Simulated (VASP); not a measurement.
Input:

```yaml
crystal:
  lattice:
    - [3.20222, 0.00000, 0.00000]
    - [0.00000, 3.20222, 0.00000]
    - [0.00000, 0.00000, 3.20222]
  atoms:
    - { symbol: Ti, position: [0.00000, 0.00000, 0.00000] }
    - { symbol: Se, position: [0.50000, 0.50000, 0.50000] }
```

These are PBE GGA, VASP's PBE PAW potentials (set 64) (plane waves; VASP) values and carry that method's errors. Numerical set-up: 400 eV cut-off, 13×13×13 Γ-centred mesh, tetrahedra with Blöchl corrections, potentials Ti_sv Se.

Task: Estimate the energy per atom (σ→0), band gap (on the k-mesh) with the smallest direct gap where there is one.

Result: 
band gap (on the k-mesh): none (metal, semimetal or under 0.01 eV)
energy per atom (σ→0): -6.513 eV/atom

Total energies compare only between runs with the same potentials, cut-off and functional.

The structure was generated: TiSe was put into the CsCl type type (Pm-3m), which need not be its known phase. It was relaxed first, which changed the volume by -32 %.
